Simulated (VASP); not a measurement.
Level of theory: PBE GGA, VASP's PBE PAW potentials (set 64) (plane waves; VASP 6.6.1).

The input files of a VASP run:

**INCAR**
```
NELM=100
LMAXMIX=4   ! l cut-off of mixed one-centre charges
NUPDOWN=1
MAGMOM=71*0.0141
IBRION=2
EDIFFG=-0.03   ! ionic stop
LWAVE=T
LASPH=T   ! aspherical one-centre terms
GGA=PE   ! PBE
LREAL=Auto
ISPIN=2
SYSTEM=Al35TiN35
LCHARG=F
ALGO=Fast
ENCUT=400   ! plane-wave cut-off (eV)
ISYM=0
EDIFF=1E-5   ! SCF stop (eV)
NELMIN=4
SIGMA=0.05   ! width (eV)
LORBIT=10
ISMEAR=0   ! Gaussian
NELECT=283.0
ISIF=2   ! forces and stress, cell fixed
PREC=Normal
NSW=70   ! most ionic steps
```

**POSCAR**
```
Al35TiN35
1
    4.6932676572    -8.1289780179     0.0000000000
    4.6932676572     8.1289780179     0.0000000000
    0.0000000000     0.0000000000    10.0192026156
Al N Ti
35 35 1
Direct
  0.2222220000   0.1111110000   0.2500000000
  0.1111110000   0.2222220000   0.0000000000
  0.2222220000   0.1111110000   0.7500000000
  0.1041340000   0.2186130000   0.5045970000
  0.2209240000   0.4441890000   0.2520340000
  0.1111110000   0.5555560000   0.0000000000
  0.2164480000   0.4433110000   0.7524590000
  0.1134980000   0.5533420000   0.4998420000
  0.2222220000   0.7777780000   0.2500000000
  0.1111110000   0.8888890000   0.0000000000
  0.2222220000   0.7777780000   0.7500000000
  0.1111110000   0.8888890000   0.5000000000
  0.5555560000   0.1111110000   0.2500000000
  0.4444440000   0.2222220000   0.0000000000
  0.5555560000   0.1111110000   0.7500000000
  0.4444440000   0.2222220000   0.5000000000
  0.5555560000   0.4444440000   0.2500000000
  0.4444440000   0.5555560000   0.0000000000
  0.5555560000   0.4444440000   0.7500000000
  0.5555560000   0.7777780000   0.2500000000
  0.4444440000   0.8888890000   0.0000000000
  0.5555560000   0.7777780000   0.7500000000
  0.4444440000   0.8888890000   0.5000000000
  0.8888890000   0.1111110000   0.2500000000
  0.7777780000   0.2222220000   0.0000000000
  0.8888890000   0.1111110000   0.7500000000
  0.7777780000   0.2222220000   0.5000000000
  0.8888890000   0.4444440000   0.2500000000
  0.7777780000   0.5555560000   0.0000000000
  0.8888890000   0.4444440000   0.7500000000
  0.7777780000   0.5555560000   0.5000000000
  0.8888890000   0.7777780000   0.2500000000
  0.7777780000   0.8888890000   0.0000000000
  0.8888890000   0.7777780000   0.7500000000
  0.7777780000   0.8888890000   0.5000000000
  0.2185810000   0.1098340000   0.4381930000
  0.1174830000   0.2225370000   0.1916140000
  0.2222220000   0.1111110000   0.9410000000
  0.1138260000   0.2235420000   0.6921570000
  0.1111860000   0.5592840000   0.1862720000
  0.2222220000   0.4444440000   0.9410000000
  0.1129440000   0.5523870000   0.6864340000
  0.2245760000   0.7814610000   0.4404330000
  0.1111110000   0.8888890000   0.1910000000
  0.2222220000   0.7777780000   0.9410000000
  0.1111110000   0.8888890000   0.6910000000
  0.5555560000   0.1111110000   0.4410000000
  0.4444440000   0.2222220000   0.1910000000
  0.5555560000   0.1111110000   0.9410000000
  0.4444440000   0.2222220000   0.6910000000
  0.5589760000   0.4472470000   0.4445260000
  0.4448110000   0.5522400000   0.1947370000
  0.5555560000   0.4444440000   0.9410000000
  0.4445240000   0.5604270000   0.6886610000
  0.5537080000   0.7764110000   0.4360540000
  0.4444440000   0.8888890000   0.1910000000
  0.5555560000   0.7777780000   0.9410000000
  0.4444440000   0.8888890000   0.6910000000
  0.8888890000   0.1111110000   0.4410000000
  0.7777780000   0.2222220000   0.1910000000
  0.8888890000   0.1111110000   0.9410000000
  0.7777780000   0.2222220000   0.6910000000
  0.8888890000   0.4444440000   0.4410000000
  0.7777780000   0.5555560000   0.1910000000
  0.8888890000   0.4444440000   0.9410000000
  0.7777780000   0.5555560000   0.6910000000
  0.8888890000   0.7777780000   0.4410000000
  0.7777780000   0.8888890000   0.1910000000
  0.8888890000   0.7777780000   0.9410000000
  0.7777780000   0.8888890000   0.6910000000
  0.4450070000   0.5593730000   0.4989550000
```

**KPOINTS**
```
Automatic mesh
0
Gamma
1 1 1
0 0 0
```

POTCAR, in this order: Al N Ti (PBE.64 set). Program: vasp_gam.

Question: What will the output report for the number of irreducible k-points (NKPTS), largest plane-wave count, FFT grid (NGX, NGY, NGZ)?

Answer: 
```json
{
 "number of irreducible k-points (NKPTS)": "1",
 "largest_plane_wave_count": "6983",
 "FFT grid (NGX, NGY, NGZ)": "48 × 48 × 50"
}
```

The cell is a supercell with a defect, built from AlN (wurtzite): Ti_Al-vac_N, charge +1.
